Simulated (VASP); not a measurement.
Calculation: r2SCAN meta-GGA, VASP's PBE PAW potentials (set 64) (plane waves; VASP).

A VASP calculation is set up with these files.

### INCAR
```
LORBIT = 11
ALGO = Normal
ISMEAR = -5   # tetrahedra, Bloechl
METAGGA = R2SCAN
ISIF = 2   # forces and stress, cell fixed
LASPH = T   # aspherical one-centre terms
EDIFF = 1E-7
LCHARG = F
ENCUT = 520
SYSTEM = PbSe
LMAXMIX = 4
NELM = 100
LWAVE = F
PREC = Accurate
LMIXTAU = T
NEDOS = 601
LREAL = F
```

### KPOINTS
```
Automatic mesh
0
G
  8 8 8
0 0 0
```

POSCAR:
```
PbSe
1
    0.0000000000     3.0884846295     3.0884846295
    3.0884846295     0.0000000000     3.0884846295
    3.0884846295     3.0884846295     0.0000000000
Pb Se
1 1
Direct
  0.0000000000   0.0000000000   0.0000000000
  0.5000000000   0.5000000000   0.5000000000
```

KPOINTS_OPT:
```
k-points along high-symmetry lines
10
Line-mode
Reciprocal
  0.000000   0.000000   0.000000 ! GAMMA
  0.500000   0.000000   0.500000 ! X

  0.500000   0.000000   0.500000 ! X
  0.625000   0.250000   0.625000 ! U

  0.375000   0.375000   0.750000 ! K
  0.000000   0.000000   0.000000 ! GAMMA

  0.000000   0.000000   0.000000 ! GAMMA
  0.500000   0.500000   0.500000 ! L

  0.500000   0.500000   0.500000 ! L
  0.500000   0.250000   0.750000 ! W

  0.500000   0.250000   0.750000 ! W
  0.500000   0.000000   0.500000 ! X
```

POTCAR, in this order: Pb_d Se (PBE.64 set). Program: vasp_std.

Unless said otherwise, spin-orbit coupling is left out, though it shifts the bands of the heavy elements here.

**Question.** Estimate the energy per atom (σ→0), band gap (over mesh and band path).

**Answer.** 
```yaml
energy per atom (σ→0): -35.970 eV/atom
band gap (over mesh and band path): 0.67 eV
```

File OSZICAR:
```
...
DAV:  18    -0.719393687902E+02   -0.31818E-06   -0.23248E-06   824   0.132E-02    0.116E-03
DAV:  19    -0.719393685737E+02    0.21652E-06   -0.17742E-07   676   0.515E-03    0.869E-04
DAV:  20    -0.719393688493E+02   -0.27566E-06   -0.13335E-07   604   0.437E-03    0.243E-04
DAV:  21    -0.719393689108E+02   -0.61492E-07   -0.10523E-07   568   0.307E-03
   1 F= -.71939369E+02 E0= -.71939369E+02  d E =0.000000E+00
       N       E                     dE             ncg
       N       E                     dE             ncg
       N       E                     dE             ncg
```

The compound is PbSe in the rock salt structure. It was relaxed first.
